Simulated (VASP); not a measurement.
A run of VASP 6.6.1 is set up as follows.

File INCAR:

```
SYSTEM = BaLi2Mg2Si2
PREC     = Accurate       ! precision mode
ENCUT    = 520            ! plane-wave cutoff, eV
EDIFF    = 1E-7           ! SCF threshold, eV
ISMEAR   = 0              ! smearing method
SIGMA    = 0.1            ! smearing width, eV
LREAL    = .False.        ! projectors in reciprocal space
LASPH    = .True.         ! aspherical terms in the spheres
NELM     = 100            ! most SCF steps
ALGO     = Fast           ! electronic algorithm
ISIF     = 2              ! what is computed and relaxed
LWAVE    = .False.        ! write WAVECAR
LCHARG   = .True.         ! write CHGCAR
GGA      = PE             ! functional
LELF     = .True.         ! ELF
LVHAR    = .True.       
NBANDS   = 23             ! bands
```

KPOINTS

```
regular mesh
0
Gamma
  3 3 3
  0 0 0
```

The input POSCAR:

```
BaLi2Mg2Si2
1.0
    5.7514990000      1.3068630000      1.8930270000
    0.6932240000      5.9538350000     -0.4559800000
   -0.3925760000      0.2367290000      4.7748330000
Ba Mg Li Si
1 2 2 2
Direct
    0.7020950629      0.3335420008      0.0036155340
    0.1084269470      0.9252674617      0.5367447027
    0.3138054475      0.3899470701      0.6240712251
    0.1880471658      0.2482606722      0.1546664646
    0.0012484456      0.7089613067      0.0770282093
    0.5438093943      0.8893812701      0.1625077160
    0.5398768755      0.7216584940      0.6039449627
```

Potentials or basis: VASP PAW PBE potentials, release 64 (Ba_sv, Mg, Li_sv, Si).

Run with:

```bash
$ cat potpaw_PBE.64/Ba_sv/POTCAR potpaw_PBE.64/Mg/POTCAR potpaw_PBE.64/Li_sv/POTCAR potpaw_PBE.64/Si/POTCAR > POTCAR
$ mpirun -np 1 vasp_std > vasp.out
```

(1) What does it give for the largest force?

(2) Estimate the band gap on the k mesh.

Results:

(1) 0.619 eV/Å.

(2) none (metal or under the smearing width).

Caveat: the k mesh is coarse (spacing up to 0.45 Å⁻¹), so the values aren't converged.
